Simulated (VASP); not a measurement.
Here is a VASP 6.6.1 calculation.

The input INCAR:

```
SYSTEM = LiMgBN2
PREC     = Accurate       ! precision mode
ENCUT    = 520            ! plane-wave cutoff, eV
EDIFF    = 1E-6           ! SCF threshold, eV
ISMEAR   = 0              ! smearing method
SIGMA    = 0.05           ! smearing width, eV
LREAL    = .False.        ! projectors in reciprocal space
LASPH    = .True.         ! aspherical terms in the spheres
NELM     = 100            ! most SCF steps
ALGO     = Fast           ! electronic algorithm
ISIF     = 2              ! what is computed and relaxed
LWAVE    = .False.        ! write WAVECAR
LCHARG   = .True.         ! write CHGCAR
GGA      = PE             ! functional
LELF     = .True.         ! ELF
LVHAR    = .True.       
NBANDS   = 17             ! bands
```

KPOINTS

```
Automatic mesh
0
Gamma
  10 10 10
  0 0 0
```

File POSCAR:

```
LiMgBN2
1.0
   -2.0159611872      2.0159611872      3.9872483334
    2.0159611872     -2.0159611872      3.9872483334
    2.0159611872      2.0159611872     -3.9872483334
Li Mg B N
1 1 1 2
Direct
    0.2500000000      0.7500000000      0.5000000000
    0.7500000000      0.2500000000      0.5000000000
    0.5000000000      0.5000000000      0.0000000000
    0.6512635000      0.6512635000      0.0000000000
    0.3487365000      0.3487365000      0.0000000000
```

Potentials or basis: VASP PAW PBE potentials, release 64 (Li_sv, Mg, B, N).

Run with:

```console
$ cat potpaw_PBE.64/Li_sv/POTCAR potpaw_PBE.64/Mg/POTCAR potpaw_PBE.64/B/POTCAR potpaw_PBE.64/N/POTCAR > POTCAR
$ mpirun -np 1 vasp_std > vasp.out
```

What does it give for the band gap on the k mesh?

2.35 eV, indirect (least direct gap 3.15 eV).

What does it give for the largest force?

11.203 eV/Å.

Forces in eV/Å, atoms in the order of the input:
```
Li    0.000   0.000   0.000
Mg    0.000   0.000   0.000
B     0.000   0.000   0.000
N     0.000   0.000  11.203
N     0.000   0.000 -11.203
```

Caveat: forces of over 1 eV/Å show positions far from the minimum, so gaps and moduli don't describe the material at rest. A k mesh can miss the band edges.
